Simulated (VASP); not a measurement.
Output of a VASP run:

File OSZICAR:
```
...
RMM:   6    -0.260342757091E+03    0.19148E-05   -0.22991E-04   622   0.214E-02    0.147E-02
RMM:   7    -0.260342750859E+03    0.62324E-05   -0.23930E-05   422   0.104E-02
  10 F= -.26034275E+03 E0= -.26032347E+03  d E =-.674084E-02  mag=     2.0000
       N       E                     dE             d eps       ncg     rms          rms(c)
DAV:   1    -0.260342764742E+03   -0.76509E-05   -0.16539E-02   728   0.192E-01    0.606E-02
RMM:   2    -0.260342850869E+03   -0.86126E-04   -0.95216E-04   636   0.602E-02    0.161E-02
RMM:   3    -0.260342872295E+03   -0.21427E-04   -0.19391E-04   643   0.285E-02    0.120E-02
RMM:   4    -0.260342874798E+03   -0.25029E-05   -0.33558E-05   432   0.124E-02
  11 F= -.26034287E+03 E0= -.26032360E+03  d E =-.686478E-02  mag=     2.0000
       N       E                     dE             d eps       ncg     rms          rms(c)
DAV:   1    -0.260344038852E+03   -0.11666E-02   -0.20908E-01   657   0.732E-01    0.224E-01
RMM:   2    -0.260345209222E+03   -0.11704E-02   -0.12928E-02   636   0.228E-01    0.529E-02
RMM:   3    -0.260345433765E+03   -0.22454E-03   -0.23821E-03   642   0.107E-01    0.495E-02
RMM:   4    -0.260345463566E+03   -0.29801E-04   -0.49077E-04   713   0.487E-02    0.496E-02
RMM:   5    -0.260345435893E+03    0.27673E-04   -0.90745E-05   606   0.211E-02    0.272E-02
RMM:   6    -0.260345437609E+03   -0.17166E-05   -0.11907E-04   589   0.160E-02    0.108E-02
RMM:   7    -0.260345433522E+03    0.40873E-05   -0.14498E-05   400   0.776E-03
  12 F= -.26034543E+03 E0= -.26032615E+03  d E =-.255872E-02  mag=     2.0000
       N       E                     dE             d eps       ncg     rms          rms(c)
DAV:   1    -0.260345335053E+03    0.10256E-03   -0.81557E-02   728   0.458E-01    0.138E-01
RMM:   2    -0.260345799091E+03   -0.46404E-03   -0.50753E-03   636   0.143E-01    0.330E-02
RMM:   3    -0.260345881781E+03   -0.82690E-04   -0.91373E-04   642   0.664E-02    0.333E-02
RMM:   4    -0.260345891590E+03   -0.98087E-05   -0.18241E-04   673   0.303E-02    0.326E-02
RMM:   5    -0.260345879826E+03    0.11764E-04   -0.41252E-05   460   0.138E-02    0.160E-02
RMM:   6    -0.260345880805E+03   -0.97900E-06   -0.38161E-05   448   0.935E-03
  13 F= -.26034588E+03 E0= -.26032661E+03  d E =-.300601E-02  mag=     2.0000
       N       E                     dE             d eps       ncg     rms          rms(c)
DAV:   1    -0.260345855949E+03    0.23876E-04   -0.42316E-03   744   0.105E-01    0.330E-02
RMM:   2    -0.260345879809E+03   -0.23859E-04   -0.28791E-04   636   0.335E-02    0.861E-03
RMM:   3    -0.260345884933E+03   -0.51244E-05   -0.58676E-05   502   0.162E-02    0.866E-03
RMM:   4    -0.260345885383E+03   -0.44983E-06   -0.95204E-06   367   0.707E-03
  14 F= -.26034589E+03 E0= -.26032661E+03  d E =-.301058E-02  mag=     2.0000
       N       E                     dE             d eps       ncg     rms          rms(c)
DAV:   1    -0.260346558524E+03   -0.67359E-03   -0.81081E-02   650   0.477E-01    0.149E-01
RMM:   2    -0.260347028355E+03   -0.46983E-03   -0.54146E-03   636   0.152E-01    0.370E-02
RMM:   3    -0.260347126241E+03   -0.97887E-04   -0.10596E-03   662   0.716E-02    0.360E-02
RMM:   4    -0.260347134337E+03   -0.80959E-05   -0.18964E-04   675   0.311E-02    0.319E-02
RMM:   5    -0.260347122221E+03    0.12116E-04   -0.64845E-05   591   0.161E-02    0.107E-02
RMM:   6    -0.260347125246E+03   -0.30248E-05   -0.27843E-05   424   0.941E-03
  15 F= -.26034713E+03 E0= -.26032785E+03  d E =-.123986E-02  mag=     2.0000
```

OUTCAR:
```
------------------------ aborting loop because EDIFF is reached ----------------------------------------
  FORCE on cell =-STRESS in cart. coord.  units (eV):
  Direction    XX          YY          ZZ          XY          YZ          ZX
  --------------------------------------------------------------------------------------
  Total      -11.8863888    -11.8832010    -11.8887682     -0.1220042     -0.0577669     -0.0927111
  in kB      -11.0222106    -11.0192545    -11.0244170     -0.1131341     -0.0535671     -0.0859707
  external PRESSURE =     -11.0219607 kB  Pullay stress =       0.0000000 kB
  volume of cell :     1727.79
      direct lattice vectors                 reciprocal lattice vectors
    11.999521734  0.000000000  0.000000000     0.083336655  0.000000000  0.000000000
     0.000000000 11.999521734  0.000000000     0.000000000  0.083336655  0.000000000
     0.000000000  0.000000000 11.999521734     0.000000000  0.000000000  0.083336655
  FREE ENERGIE OF THE ION-ELECTRON SYSTEM (eV)
  ---------------------------------------------------
  free  energy   TOTEN  =      -260.3471252459 eV

  energy  without entropy=     -260.3085750430  energy(sigma->0) =     -260.32785014

 total charge

# of ion       s       p       d       tot
------------------------------------------
    1        1.172   1.342   0.204   2.717
    2        1.163   1.360   0.212   2.735
    3        1.163   1.360   0.212   2.734
    4        1.162   1.363   0.212   2.737
    5        1.163   1.361   0.212   2.736
    6        1.160   1.356   0.211   2.727
    7        1.163   1.357   0.211   2.731
    8        1.163   1.361   0.212   2.736
    9        1.166   1.343   0.206   2.715
   10        1.166   1.344   0.206   2.716
   11        1.160   1.359   0.212   2.732
   12        1.166   1.345   0.206   2.717
   13        1.163   1.361   0.212   2.736
   14        1.171   1.336   0.203   2.710
   15        1.163   1.358   0.211   2.732
   16        1.163   1.361   0.212   2.736
   17        1.166   1.345   0.206   2.717
   18        1.166   1.345   0.206   2.718
   19        1.172   1.342   0.204   2.717
   20        1.166   1.344   0.206   2.715
   21        1.166   1.342   0.205   2.713
   22        1.163   1.359   0.211   2.733
   23        1.166   1.344   0.206   2.715
   24        1.166   1.344   0.206   2.715
   25        1.163   1.359   0.211   2.733
   26        1.160   1.358   0.212   2.729
   27        1.166   1.344   0.206   2.716
   28        1.163   1.358   0.211   2.733
   29        1.166   1.343   0.205   2.715
   30        1.166   1.343   0.205   2.714
   31        1.163   1.357   0.211   2.731
   32        1.035   1.456   0.000   2.491
   33        1.035   1.456   0.000   2.490
   34        1.035   1.456   0.000   2.491
   35        1.030   1.465   0.000   2.496
   36        1.028   1.468   0.000   2.496
   37        1.027   1.468   0.000   2.496
   38        1.031   1.464   0.000   2.495
   39        1.027   1.468   0.000   2.496
   40        1.069   1.376   0.000   2.446
   41        1.028   1.468   0.000   2.496
   42        1.027   1.469   0.000   2.496
   43        1.027   1.468   0.000   2.496
   44        1.031   1.465   0.000   2.495
   45        1.035   1.455   0.000   2.490
   46        1.035   1.456   0.000   2.490
   47        1.027   1.468   0.000   2.496
   48        1.069   1.377   0.000   2.446
...
```
(Selected blocks of OUTCAR.)

**POSCAR**
```
In31P32
1
   11.9995217336     0.0000000000     0.0000000000
    0.0000000000    11.9995217336    -0.0000000000
   -0.0000000000    -0.0000000000    11.9995217336
In P
31 32
Direct
  0.5000000000   0.0000000000   0.0000000000
  0.7500000000   0.2500000000   0.0000000000
  0.7500000000   0.0000000000   0.2500000000
  0.0000000000   0.0000000000   0.0000000000
  0.2500000000   0.2500000000   0.0000000000
  0.5000000000   0.5000000000   0.0000000000
  0.7500000000   0.7500000000   0.0000000000
  0.2500000000   0.0000000000   0.2500000000
  0.5000000000   0.2500000000   0.2500000000
  0.7500000000   0.5000000000   0.2500000000
  0.5000000000   0.0000000000   0.5000000000
  0.7500000000   0.2500000000   0.5000000000
  0.7500000000   0.0000000000   0.7500000000
  0.0000000000   0.5000000000   0.0000000000
  0.2500000000   0.7500000000   0.0000000000
  0.0000000000   0.2500000000   0.2500000000
  0.2500000000   0.5000000000   0.2500000000
  0.5000000000   0.7500000000   0.2500000000
  0.0000000000   0.0000000000   0.5000000000
  0.2500000000   0.2500000000   0.5000000000
  0.7500000000   0.7500000000   0.5000000000
  0.2500000000   0.0000000000   0.7500000000
  0.5000000000   0.2500000000   0.7500000000
  0.7500000000   0.5000000000   0.7500000000
  0.0000000000   0.7500000000   0.2500000000
  0.0000000000   0.5000000000   0.5000000000
  0.2500000000   0.7500000000   0.5000000000
  0.0000000000   0.2500000000   0.7500000000
  0.2500000000   0.5000000000   0.7500000000
  0.5000000000   0.7500000000   0.7500000000
  0.0000000000   0.7500000000   0.7500000000
  0.6250000000   0.1250000000   0.1250000000
  0.8750000000   0.3750000000   0.1250000000
  0.8750000000   0.1250000000   0.3750000000
  0.1250000000   0.1250000000   0.1250000000
  0.3750000000   0.3750000000   0.1250000000
  0.6250000000   0.6250000000   0.1250000000
  0.8750000000   0.8750000000   0.1250000000
  0.3750000000   0.1250000000   0.3750000000
  0.6253970000   0.3789800000   0.3783840000
  0.8750000000   0.6250000000   0.3750000000
  0.6250000000   0.1250000000   0.6250000000
  0.8750000000   0.3750000000   0.6250000000
  0.8750000000   0.1250000000   0.8750000000
  0.1250000000   0.6250000000   0.1250000000
  0.3750000000   0.8750000000   0.1250000000
  0.1250000000   0.3750000000   0.3750000000
  0.3759010000   0.6266260000   0.3753440000
  0.6250000000   0.8750000000   0.3750000000
  0.1250000000   0.1250000000   0.6250000000
  0.3760340000   0.3789900000   0.6264110000
  0.6245470000   0.6226530000   0.6282850000
  0.8750000000   0.8750000000   0.6250000000
  0.3750000000   0.1250000000   0.8750000000
  0.6250000000   0.3750000000   0.8750000000
  0.8750000000   0.6250000000   0.8750000000
  0.1250000000   0.8750000000   0.3750000000
  0.1250000000   0.6250000000   0.6250000000
  0.3750000000   0.8750000000   0.6250000000
  0.1250000000   0.3750000000   0.8750000000
  0.3750000000   0.6250000000   0.8750000000
  0.6250000000   0.8750000000   0.8750000000
  0.1250000000   0.8750000000   0.8750000000
```

Write an INCAR and KPOINTS that could have produced this output.

Several could match; the one computed here: the input of the run itself, PBE GGA, plane waves, VASP's PBE PAW potentials (set 64).

KPOINTS:
```
Automatic mesh
0
Gamma
1 1 1
```

### INCAR
```
SYSTEM = In31P32
PREC = Normal; ENCUT = 400; LREAL = Auto
LASPH = .TRUE.; ISYM = 0; NELECT = 252.0
EDIFF = 1E-5; NELM = 100; NELMIN = 4
ALGO = Fast; LMAXMIX = 4
ISMEAR = 0; SIGMA = 0.05
GGA = PE
ISPIN = 2; MAGMOM = 63*0.0317; NUPDOWN = 2
IBRION = 2; NSW = 60; ISIF = 2
EDIFFG = -0.03
LWAVE = .TRUE.; LCHARG = .FALSE.; LORBIT = 10
```

POTCAR, in this order: In P (PBE.64 set). Program: vasp_gam.

The cell is charged, with a uniform compensating background. The supercell is sampled at Γ alone, which is coarse: total energies, pressure and levels can be off, energies of defects by several tenths of an eV.

The cell is a supercell with a defect, built from InP (zinc blende): vac_In, charge +1.
